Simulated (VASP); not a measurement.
A convergence study with VASP on CaO (rock salt): one setting is varied, all else stays as given below, so the limit is that of these other settings.

```
CaO
1.0
    0.00000     2.40500     2.40500
    2.40500     0.00000     2.40500
    2.40500     2.40500     0.00000
Ca O
1 1
Direct
  0.00000   0.00000   0.00000
  0.50000   0.50000   0.50000
```

The numbers are results of PBEsol GGA, VASP's PBE PAW potentials (set 64) (plane waves; VASP 6.6.1), not measurements. The tightest run used: 700 eV cut-off, 19×19×19 Γ-centred mesh, Gaussian smearing of 0.050 eV, potentials Ca_sv O.

| setting | E (eV/atom) | pressure (GPa) | irreducible k-points |
|---|---|---|---|
| 1×1×1 mesh | -2.1758 | 49.71 | 1 |
| 2×2×2 mesh | -6.5394 | -0.79 | 3 |
| 3×3×3 mesh | -6.6895 | -2.19 | 4 |

**Question.** These are the cheaper rows. Estimate the results at 19×19×19 mesh, and how far the last row shown lies from them.

**Answer.** 
| quantity | tightest run | last row shown is off by |
|---|---|---|
| E (eV/atom) | -6.7059 | 0.0163 |
| pressure (GPa) | -2.44 | 0.25 |

Left out are rungs that failed or repeat a setting and relaxations that didn't move; long series are thinned to 24 rows.

The compound is CaO in the rock salt structure. The cell was not relaxed at this level.
